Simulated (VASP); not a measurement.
Calculation: PBE GGA, VASP's PBE PAW potentials (set 64) (plane waves; VASP 6.6.1).

Input for VASP

**KPOINTS**
```
Regular mesh
0
Gamma
 12 12 12
0 0 0
```

File POSCAR:
```
PtB
1
    2.8073937326     0.0000000000     0.0000000000
    0.0000000000     2.8073937326     0.0000000000
   -0.0000000000     0.0000000000     2.8073937326
Pt B
1 1
Direct
  0.0000000000   0.0000000000   0.0000000000
  0.5000000000   0.5000000000   0.5000000000
```

INCAR:
```
SYSTEM = PtB
PREC = Accurate; ENCUT = 520; LREAL = .FALSE.
LASPH = .TRUE.
EDIFF = 1E-6; NELM = 100; ALGO = Normal
LMAXMIX = 6
ISMEAR = 1; SIGMA = 0.1
GGA = PE
IBRION = 2; NSW = 60; ISIF = 3
EDIFFG = -0.01
LWAVE = .FALSE.; LCHARG = .FALSE.
```

POTCAR, in this order: Pt B (PBE.64 set). Program: vasp_std.

**Question.** What will the output report for the number of irreducible k-points (NKPTS), number of bands (NBANDS), largest plane-wave count, number of space-group operations, FFT grid (NGX, NGY, NGZ)?

**Answer.** 
```json
{
 "number of irreducible k-points (NKPTS)": "84",
 "number of bands (NBANDS)": "10",
 "largest_plane_wave_count": "624",
 "number_of_space_group_operations": "48",
 "FFT grid (NGX, NGY, NGZ)": "24 × 24 × 24"
}
```

The structure was generated: PtB was put into the CsCl type type (Pm-3m), which need not be its known phase. It was relaxed first, which changed the volume by -5 %. The start is the result of an earlier pass. The electron count is odd and the run is not spin-polarised, which forces a metal.
